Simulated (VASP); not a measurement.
Method: r2SCAN meta-GGA, VASP's PBE PAW potentials (set 64) (plane waves; VASP 6.6.1).

Input for VASP

INCAR:
```
SYSTEM  =  HfC
PREC  =  Accurate; ENCUT  =  600; LREAL  =  F
LASPH  =  T
EDIFF  =  1E-7; NELM  =  100; ALGO  =  Normal
LMAXMIX  =  6; LMIXTAU  =  T
ISMEAR  =  1; SIGMA  =  0.1
METAGGA  =  R2SCAN
ISIF  =  2
LWAVE  =  F; LCHARG  =  F
```

File POSCAR:
```
HfC
1
    0.0000000000     2.3172620169     2.3172620169
    2.3636072573     0.0000000000     2.3172620169
    2.3636072573     2.3172620169     0.0000000000
Hf C
1 1
Direct
  0.0000000000   0.0000000000   0.0000000000
  0.5000000000   0.5000000000   0.5000000000
```

KPOINTS:
```
K-points
0
Gamma
  12 12 12
```

POTCAR, in this order: Hf_pv C (PBE.64 set). Program: vasp_std.

Output

File OSZICAR:
```
       N       E                     dE             d eps       ncg     rms          rms(c)
DAV:   1    -0.900629155891E+01   -0.90063E+01   -0.87882E+03  3586   0.141E+03
DAV:   2    -0.612553699134E+02   -0.52249E+02   -0.50036E+02  4752   0.239E+02
DAV:   3    -0.631994861080E+02   -0.19441E+01   -0.19136E+01  4685   0.348E+01
DAV:   4    -0.632172424871E+02   -0.17756E-01   -0.17739E-01  4413   0.352E+00
DAV:   5    -0.632174975113E+02   -0.25502E-03   -0.25497E-03  4754   0.335E-01    0.615E+01
DAV:   6    -0.568232404729E+02    0.63943E+01   -0.13802E+01  4075   0.240E+01    0.394E+01
DAV:   7    -0.578616452248E+02   -0.10384E+01   -0.61057E-01  3940   0.824E+00    0.218E+01
DAV:   8    -0.566497001070E+02    0.12119E+01   -0.53084E-01  4123   0.761E+00    0.510E+00
DAV:   9    -0.571124618439E+02   -0.46276E+00   -0.58244E-01  4006   0.761E+00    0.175E+00
DAV:  10    -0.573348881220E+02   -0.22243E+00   -0.90132E-02  3892   0.324E+00    0.116E+00
DAV:  11    -0.573231775853E+02    0.11711E-01   -0.12635E-02  4334   0.105E+00    0.987E-01
DAV:  12    -0.573207154839E+02    0.24621E-02   -0.14966E-03  4005   0.374E-01    0.236E-01
DAV:  13    -0.573274549619E+02   -0.67395E-02   -0.35869E-03  3973   0.581E-01    0.159E-01
DAV:  14    -0.573284230214E+02   -0.96806E-03   -0.12888E-03  4663   0.355E-01    0.188E-01
DAV:  15    -0.573284181109E+02    0.49105E-05   -0.93365E-06  4382   0.334E-02    0.200E-01
DAV:  16    -0.573284118555E+02    0.62554E-05   -0.83077E-06  4209   0.230E-02    0.181E-01
DAV:  17    -0.573284458449E+02   -0.33989E-04   -0.49374E-05  4026   0.767E-02    0.253E-02
DAV:  18    -0.573284355812E+02    0.10264E-04   -0.11234E-05  3968   0.314E-02    0.187E-02
DAV:  19    -0.573284416226E+02   -0.60414E-05   -0.16526E-06  3796   0.151E-02    0.162E-02
DAV:  20    -0.573284402320E+02    0.13906E-05   -0.76877E-07  3664   0.765E-03    0.583E-03
DAV:  21    -0.573284406203E+02   -0.38822E-06   -0.90482E-08  1979   0.357E-03    0.133E-03
DAV:  22    -0.573284400344E+02    0.58586E-06   -0.34473E-08  1862   0.197E-03    0.705E-04
DAV:  23    -0.573284403108E+02   -0.27636E-06   -0.20688E-08  1829   0.210E-03    0.692E-04
DAV:  24    -0.573284401376E+02    0.17321E-06   -0.31030E-09  1829   0.575E-04    0.109E-04
DAV:  25    -0.573284401729E+02   -0.35318E-07   -0.37234E-10  1814   0.163E-04
   1 F= -.57328440E+02 E0= -.57328389E+02  d E =-.153901E-03
```

**OUTCAR**
```
------------------------ aborting loop because EDIFF is reached ----------------------------------------
  FORCE on cell =-STRESS in cart. coord.  units (eV):
  Direction    XX          YY          ZZ          XY          YZ          ZX
  --------------------------------------------------------------------------------------
  Total       -1.5496923     -0.3672919     -0.3672919      0.0000000      0.0000000     -0.0000000
  in kB      -97.8138770    -23.1828260    -23.1828260      0.0000000      0.0000000     -0.0000000
  external PRESSURE =     -48.0598430 kB  Pullay stress =       0.0000000 kB
  volume of cell :       25.38
      direct lattice vectors                 reciprocal lattice vectors
     0.000000000  2.317262017  2.317262017    -0.211541067  0.215771888  0.215771888
     2.363607257  0.000000000  2.317262017     0.211541067 -0.215771888  0.215771888
     2.363607257  2.317262017  0.000000000     0.211541067  0.215771888 -0.215771888
 POSITION                                       TOTAL-FORCE (eV/Angst)
 -----------------------------------------------------------------------------------
      0.00000      0.00000      0.00000         0.000000      0.000000     -0.000000
      2.36361      2.31726      2.31726         0.000000      0.000000      0.000000
 -----------------------------------------------------------------------------------
    total drift:                                0.000000      0.000000      0.000000
  FREE ENERGIE OF THE ION-ELECTRON SYSTEM (eV)
  ---------------------------------------------------
  free  energy   TOTEN  =       -57.3284401729 eV

  energy  without entropy=      -57.3282862717  energy(sigma->0) =      -57.32838887
```
(Selected blocks of OUTCAR.)

OUTCAR:
```
 val. band max:        5.7534770355   @ k =   0.0833   0.0000   0.0000

 cond. band min:       5.8761939581   @ k =   0.5000   0.4167   0.0000


 Fermi energy:         5.8646798487

 k-point     1 :       0.0000    0.0000    0.0000
  band No.  band energies     occupation
      1     -25.0013      2.00000
      2     -24.9716      2.00000
      3     -24.9716      2.00000
      4      -7.1662      2.00000
      5       6.7550     -0.00000
      6       6.8504     -0.00000
      7       6.8504     -0.00000
      8       7.3035     -0.00000
      9       7.5251     -0.00000
     10       7.5251     -0.00000
     11       9.1695      0.00000

 k-point     2 :       0.0833    0.0000    0.0000
  band No.  band energies     occupation
      1     -25.0332      2.00000
      2     -24.9919      2.00000
      3     -24.9752      2.00000
      4      -6.9916      2.00000
      5       5.7535      2.06637
      6       6.0005     -0.06634
      7       6.0899     -0.00651
      8       7.6969     -0.00000
      9       7.8108     -0.00000
     10       8.0790      0.00000
     11      10.0065      0.00000

 k-point     3 :       0.1667    0.0000    0.0000
  band No.  band energies     occupation
      1     -25.1560      2.00000
      2     -25.0095      2.00000
      3     -24.9851      2.00000
      4      -6.4923      2.00000
      5       4.2296      2.00000
      6       4.8991      2.00000
      7       4.9795      2.00000
      8       8.2706      0.00000
      9       8.3466      0.00000
     10       8.5836      0.00000
     11      11.6236      0.00000

 k-point     4 :       0.2500    0.0000    0.0000
  band No.  band energies     occupation
      1     -25.3233      2.00000
      2     -25.0288      2.00000
      3     -24.9985      2.00000
      4      -5.7366      2.00000
      5       2.6856      2.00000
      6       3.9569      2.00000
      7       4.0202      2.00000
      8       9.0803      0.00000
      9       9.1045      0.00000
...
```

Unless said otherwise, spin-orbit coupling is left out, though it shifts the bands of the heavy elements here.

The compound is HfC in the rock salt structure. This cell was strained or had an atom moved on purpose.
